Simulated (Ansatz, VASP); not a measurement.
**Cross-check of SiC between VASP and Ansatz**

One calculation is typed for both programs; each brings its own data sets. How far apart do they land? The cell is taken from a series of runs on this material, whose earlier steps may have relaxed, scaled, displaced or heated it; both programs get it as it stands.

Main program and level: Ansatz 0.2.0; plane waves, with VASP 6.6.1 beside it; zone-centre phonons at LDA.

### 1. The starting structure

The structure is hexagonal, space group P6_3mc (No. 186). The conventional cell has a = 3.017 Å, b = 3.017 Å, c = 9.875 Å, α = 90.00°, β = 90.00°, γ = 120.00°. Nearest to C lie 4 Si at 1.85 to 1.86 Å. Nearest to C lie 4 Si at 1.85 Å. Si has 4 C at 1.85 to 1.86 Å nearest. Si has 4 C at 1.85 Å nearest. Farther neighbours are not listed.

### 2. VASP: zone-centre phonons, LDA

Second derivatives magnify differences that forces hide, and they need a tight electronic threshold.

Lines of VASP's logs that name or quote its potential files are left out, and so is its time.

INCAR

```
SYSTEM = SiC
PREC = Accurate
ENCUT = 600
EDIFF = 1E-08
NELM = 120
ISMEAR = 0
SIGMA = 0.01
LREAL = .FALSE.
ALGO = Normal
GGA = CA
NBANDS = 24
LORBIT = 11
LWAVE = .FALSE.
LCHARG = .FALSE.
ISIF = 2
IBRION = 8
LEPSILON = .TRUE.
LASPH = .TRUE.
GGA_COMPAT = .FALSE.
EFERMI = MIDGAP
KPAR = 2
```

POSCAR

```
SiC
1.0
    3.0173824404      0.0000000000      0.0000000000
   -1.5086912202      2.6131298463      0.0000000000
    0.0000000000      0.0000000000      9.8754597204
C Si
4 4
Direct
    0.6666666667      0.3333333333      0.7498168012
    0.3333333333      0.6666666667      0.2498168012
    0.0000000000      0.0000000000      0.5004413747
    0.0000000000      0.0000000000      0.0004413747
    0.6666666667      0.3333333333      0.9378149814
    0.3333333333      0.6666666667      0.4378149814
    0.0000000000      0.0000000000      0.6879258425
    0.0000000000      0.0000000000      0.1879258425
```

KPOINTS

```
Automatic mesh
0
Gamma
9 9 4
0 0 0
```

Potentials, in the order of the species: C and Si (LDA family, release 64).

Run with:

```console
$ mpirun -np 2 vasp_std
```

Numbers of over 12 decimals in the logs are rounded to 6 here.

What it wrote:

```text
[banner, memory and clock lines left out]
running    2 mpi-ranks, on    1 nodes
 distrk:  each k-point on    1 cores,    2 groups
 distr:  one band on    1 cores,    1 groups

 POSCAR found type information on POSCAR C Si
 POSCAR found :  2 types and       8 ions
 LDA part: xc-table for (Slater(with rela. corr.)+CA(PZ))
 , standard interpolation
 POSCAR, INCAR and KPOINTS ok, starting setup
 FFT: planning ... GRIDC
 FFT: planning ... GRID_SOFT
 FFT: planning ... GRID
 WAVECAR not read
 entering main loop
       N       E                     dE             d eps       ncg     rms          rms(c)
DAV:   1     0.817063685708E+02    0.81706E+02   -0.16275E+04  1728   0.137E+03
DAV:   2    -0.683697961355E+02   -0.15008E+03   -0.14077E+03  2424   0.216E+02
DAV:   3    -0.753007238686E+02   -0.69309E+01   -0.68939E+01  2304   0.447E+01
DAV:   4    -0.753880986328E+02   -0.87375E-01   -0.87302E-01  2248   0.600E+00
DAV:   5    -0.753897814877E+02   -0.16829E-02   -0.16826E-02  2264   0.779E-01    0.195E+01
DAV:   6    -0.668866290932E+02    0.85032E+01   -0.24442E+01  2216   0.226E+01    0.903E+00
DAV:   7    -0.665613856449E+02    0.32524E+00   -0.24875E+00  2376   0.743E+00    0.350E+00
DAV:   8    -0.664902253361E+02    0.71160E-01   -0.15661E-01  2088   0.194E+00    0.112E+00
DAV:   9    -0.664794560416E+02    0.10769E-01   -0.20335E-02  2256   0.769E-01    0.160E-01
DAV:  10    -0.664795353735E+02   -0.79332E-04   -0.93548E-04  2192   0.178E-01    0.833E-02
DAV:  11    -0.664795436495E+02   -0.82760E-05   -0.28126E-05  2296   0.359E-02    0.252E-02
DAV:  12    -0.664795390648E+02    0.45848E-05   -0.87857E-06  2208   0.151E-02    0.811E-03
DAV:  13    -0.664795384557E+02    0.60909E-06   -0.21448E-06  2232   0.677E-03    0.108E-03
DAV:  14    -0.664795384588E+02   -0.31141E-08   -0.10069E-07  2288   0.197E-03    0.797E-04
DAV:  15    -0.664795384597E+02   -0.87221E-09   -0.80921E-09  1584   0.517E-04
   1 F= -.66479538E+02 E0= -.66479538E+02  d E =0.000000E+00
 Linear response reoptimize wavefunctions to high precision
DAV:   1    -0.664795384604E+02   -0.67394E-09   -0.15280E-09  1560   0.244E-04
DAV:   2    -0.664795384604E+02    0.00000E+00   -0.29984E-10  1488   0.104E-04
 Linear response G [H, r] |phi>, progress :
  Direction:   1
       N       E                     dE             d eps       ncg     rms
RMM:   1    -0.150474927886E+03   -0.15047E+03    0.26198E+01  4477   0.746E+01
RMM:   2    -0.102875393705E+03    0.47600E+02   -0.15407E+01  2964   0.221E+01
RMM:   3    -0.103017506514E+03   -0.14211E+00   -0.29546E-01  3128   0.291E+00
RMM:   4    -0.103019856771E+03   -0.23503E-02   -0.11023E-02  3302   0.490E-01
RMM:   5    -0.103019820714E+03    0.36057E-04   -0.75267E-04  3267   0.101E-01
RMM:   6    -0.103019813971E+03    0.67425E-05   -0.67279E-05  3355   0.253E-02
RMM:   7    -0.103019810572E+03    0.33986E-05   -0.78357E-06  3281   0.864E-03
RMM:   8    -0.103019809897E+03    0.67565E-06   -0.83489E-05  3382   0.489E-03
RMM:   9    -0.103019809091E+03    0.80624E-06    0.11810E-04  3182   0.394E-03
RMM:  10    -0.103019809623E+03   -0.53264E-06   -0.70705E-05  2855   0.365E-03
RMM:  11    -0.103019808927E+03    0.69595E-06    0.19426E-04  2579   0.355E-03
RMM:  12    -0.103019808953E+03   -0.25846E-07   -0.23036E-06  2577   0.352E-03
RMM:  13    -0.103019808548E+03    0.40494E-06    0.13309E-04  2464   0.349E-03
 Linear response G [H, r] |phi>, progress :
  Direction:   2
       N       E                     dE             d eps       ncg     rms
RMM:   1    -0.171956339725E+03   -0.17196E+03   -0.30669E+02  4352   0.711E+01
RMM:   2    -0.129700263175E+03    0.42256E+02   -0.11768E+01  2947   0.199E+01
RMM:   3    -0.129817787590E+03   -0.11752E+00   -0.18453E-01  3080   0.243E+00
RMM:   4    -0.129820100915E+03   -0.23133E-02   -0.36764E-03  3271   0.376E-01
RMM:   5    -0.129820299216E+03   -0.19830E-03   -0.29599E-04  3253   0.683E-02
RMM:   6    -0.129820312481E+03   -0.13265E-04   -0.21161E-04  3318   0.158E-02
RMM:   7    -0.129820316319E+03   -0.38379E-05   -0.23546E-04  3264   0.577E-03
RMM:   8    -0.129820317745E+03   -0.14260E-05   -0.21189E-04  3322   0.391E-03
RMM:   9    -0.129820317030E+03    0.71519E-06   -0.24440E-05  3107   0.355E-03
RMM:  10    -0.129820318501E+03   -0.14711E-05   -0.29362E-04  2666   0.343E-03
RMM:  11    -0.129820317492E+03    0.10090E-05    0.24443E-05  2475   0.342E-03
RMM:  12    -0.129820319136E+03   -0.16446E-05   -0.25897E-04  2416   0.342E-03
 Linear response G [H, r] |phi>, progress :
  Direction:   3
       N       E                     dE             d eps       ncg     rms
RMM:   1    -0.185324047242E+03   -0.18532E+03   -0.26616E+02  4466   0.748E+01
RMM:   2    -0.116196147383E+03    0.69128E+02   -0.17265E+01  2940   0.224E+01
RMM:   3    -0.116245871216E+03   -0.49724E-01   -0.40768E-01  3060   0.282E+00
RMM:   4    -0.116236236799E+03    0.96344E-02   -0.27547E-02  3244   0.444E-01
[...]
RMM:  15    -0.143292947285E+00    0.42400E-08   -0.20914E-06  2879   0.537E-05    0.946E-08
 first order change of Fermi-energy   0.16906E+00
 force on displaced ion       1 direction 3 :   0.000  -0.000 -29.991
 Born effective charge ion    1 direction 3 :   0.000   0.000  -2.788
 Linear response progress:
  Degree of freedom:   3/  8
[...]
Born effective charge ion    3 direction 3 :   0.000   0.000  -2.855
 Linear response progress:
  Degree of freedom:   5/  8
       N       E                     dE             d eps       ncg     rms          rms(c)
RMM:   1    -0.185618920199E-01   -0.18562E-01   -0.45018E-03 18941   0.806E-01
RMM:   2    -0.152548721035E-01    0.33070E-02   -0.11958E-03 12877   0.212E-01    0.140E-01
RMM:   3    -0.151545210192E-01    0.10035E-03    0.12072E-04 13496   0.571E-02    0.803E-02
RMM:   4    -0.152493606341E-01   -0.94840E-04    0.12141E-04 13036   0.539E-02    0.861E-03
RMM:   5    -0.152486747407E-01    0.68589E-06   -0.32055E-05 13776   0.114E-02    0.229E-03
RMM:   6    -0.152476970593E-01    0.97768E-06   -0.78278E-07 14188   0.152E-03    0.918E-04
RMM:   7    -0.152466085604E-01    0.10885E-05   -0.29401E-08 14319   0.388E-04    0.118E-04
RMM:   8    -0.152464381721E-01    0.17039E-06   -0.94360E-08 14428   0.117E-04    0.243E-05
RMM:   9    -0.152464765367E-01   -0.38365E-07   -0.69599E-09 14640   0.520E-05    0.369E-06
RMM:  10    -0.152464774039E-01   -0.86728E-09    0.16192E-08 14843   0.324E-05    0.195E-06
 first order change of Fermi-energy  -0.41893E+00
 force on displaced ion       5 direction 1 : -22.280  -0.001   0.000
 Born effective charge ion    5 direction 1 :   2.714  -0.000   0.000
 Linear response progress:
  Degree of freedom:   6/  8
       N       E                     dE             d eps       ncg     rms          rms(c)
RMM:   1    -0.478856887953E-01   -0.47886E-01    0.46816E-02  5707   0.128E+00
RMM:   2    -0.373423340356E-01    0.10543E-01   -0.46101E-03  3419   0.397E-01    0.169E-01
RMM:   3    -0.366780834757E-01    0.66425E-03   -0.14573E-03  3701   0.123E-01    0.945E-02
RMM:   4    -0.364603217465E-01    0.21776E-03   -0.11723E-03  3827   0.845E-02    0.301E-02
RMM:   5    -0.364166382152E-01    0.43684E-04   -0.36543E-04  3816   0.277E-02    0.684E-03
RMM:   6    -0.364047233945E-01    0.11915E-04   -0.64414E-05  3685   0.960E-03    0.282E-03
RMM:   7    -0.363995485714E-01    0.51748E-05   -0.40946E-06  3763   0.314E-03    0.852E-04
RMM:   8    -0.364004456769E-01   -0.89711E-06    0.46834E-06  3812   0.997E-04    0.282E-04
RMM:   9    -0.364007890609E-01   -0.34338E-06    0.14650E-06  3861   0.250E-04    0.140E-04
RMM:  10    -0.364010234117E-01   -0.23435E-06    0.99523E-07  3817   0.181E-04    0.248E-05
RMM:  11    -0.364010955202E-01   -0.72109E-07   -0.11170E-07  3863   0.792E-05    0.776E-06
RMM:  12    -0.364011688280E-01   -0.73308E-07   -0.81277E-07  3884   0.434E-05    0.483E-06
RMM:  13    -0.364011410177E-01    0.27810E-07   -0.52458E-07  3891   0.372E-05    0.717E-07
RMM:  14    -0.364010791400E-01    0.61878E-07   -0.13604E-07  3661   0.349E-05    0.351E-07
RMM:  15    -0.364010976762E-01   -0.18536E-07   -0.60203E-07  2891   0.340E-05    0.192E-07
RMM:  16    -0.364011268344E-01   -0.29158E-07   -0.79681E-07  2764   0.338E-05    0.420E-08
 first order change of Fermi-energy  -0.37973E+00
 force on displaced ion       5 direction 3 :   0.000  -0.000 -33.725
 Born effective charge ion    5 direction 3 :  -0.000   0.000   2.674
 Linear response progress:
  Degree of freedom:   7/  8
       N       E                     dE             d eps       ncg     rms          rms(c)
RMM:   1    -0.187511181089E-01   -0.18751E-01   -0.49151E-03 18859   0.814E-01
RMM:   2    -0.153742054252E-01    0.33769E-02   -0.18126E-03 12891   0.215E-01    0.140E-01
RMM:   3    -0.152756634794E-01    0.98542E-04   -0.43126E-04 13520   0.577E-02    0.802E-02
RMM:   4    -0.153682863039E-01   -0.92623E-04   -0.40942E-04 13073   0.541E-02    0.853E-03
RMM:   5    -0.153098804835E-01    0.58406E-04    0.21001E-05 13786   0.114E-02    0.232E-03
RMM:   6    -0.153140804272E-01   -0.41999E-05   -0.14257E-08 14207   0.157E-03    0.912E-04
RMM:   7    -0.153133316308E-01    0.74880E-06   -0.10113E-06 14301   0.390E-04    0.133E-04
RMM:   8    -0.153129468128E-01    0.38482E-06    0.53038E-07 14430   0.122E-04    0.248E-05
RMM:   9    -0.153130336477E-01   -0.86835E-07    0.13823E-07 14617   0.511E-05    0.395E-06
RMM:  10    -0.153130238946E-01    0.97531E-08    0.16265E-07 14828   0.309E-05    0.213E-06
RMM:  11    -0.153130260034E-01   -0.21087E-08    0.25984E-07 13769   0.269E-05    0.492E-07
RMM:  12    -0.153130248690E-01    0.11344E-08    0.19709E-07 11366   0.253E-05    0.154E-07
RMM:  13    -0.153130246430E-01    0.22603E-09    0.21860E-07  9907   0.248E-05    0.750E-08
 first order change of Fermi-energy   0.43712E+00
 force on displaced ion       7 direction 1 : -22.541  -0.001   0.000
 Born effective charge ion    7 direction 1 :   2.724  -0.000  -0.000
 Linear response progress:
  Degree of freedom:   8/  8
       N       E                     dE             d eps       ncg     rms          rms(c)
RMM:   1    -0.496691053956E-01   -0.49669E-01    0.28755E-02  5720   0.128E+00
RMM:   2    -0.374172116991E-01    0.12252E-01   -0.58587E-03  3439   0.402E-01    0.170E-01
RMM:   3    -0.366232962111E-01    0.79392E-03   -0.17969E-03  3710   0.127E-01    0.951E-02
RMM:   4    -0.363771784024E-01    0.24612E-03   -0.13481E-03  3819   0.858E-02    0.309E-02
RMM:   5    -0.363217427151E-01    0.55436E-04   -0.40454E-04  3832   0.288E-02    0.728E-03
RMM:   6    -0.363095700976E-01    0.12173E-04   -0.83276E-05  3696   0.101E-02    0.295E-03
RMM:   7    -0.363024266889E-01    0.71434E-05   -0.26686E-06  3765   0.340E-03    0.912E-04
RMM:   8    -0.363050791881E-01   -0.26525E-05   -0.96484E-06  3803   0.105E-03    0.329E-04
RMM:   9    -0.363052006814E-01   -0.12149E-06   -0.10509E-05  3858   0.276E-04    0.148E-04
RMM:  10    -0.363052474346E-01   -0.46753E-07   -0.89191E-06  3826   0.190E-04    0.279E-05
RMM:  11    -0.363051196036E-01    0.12783E-06   -0.73880E-06  3854   0.835E-05    0.784E-06
RMM:  12    -0.363051227603E-01   -0.31567E-08   -0.77412E-06  3877   0.428E-05    0.443E-06
RMM:  13    -0.363050290511E-01    0.93709E-07   -0.64950E-06  3846   0.351E-05    0.111E-06
RMM:  14    -0.363049209545E-01    0.10810E-06   -0.56100E-06  3762   0.333E-05    0.307E-07
RMM:  15    -0.363048245213E-01    0.96433E-07   -0.44434E-06  3044   0.323E-05    0.179E-07
RMM:  16    -0.363048011391E-01    0.23382E-07   -0.44117E-06  2756   0.320E-05    0.482E-08
 first order change of Fermi-energy  -0.10614E+00
 force on displaced ion       7 direction 3 :  -0.000  -0.000 -33.836
 Born effective charge ion    7 direction 3 :   0.000   0.000   2.969
 Born effective charges drift removed
 Linear response finished
```

[end of part 1 of 3]

[Lines on the potential files, build, host, timing and source positions are cut from VASP's logs without a mark.]

[Logs are printed without paths, hosts, clocks, repeated set-up lines and the standing remarks that a program may print on its own settings, such as how far it seeks lower states.]

[Hosts, paths, dates, database ids (printed as entryN), source tags and the programs' standing remarks are cut or masked in the printed files.]
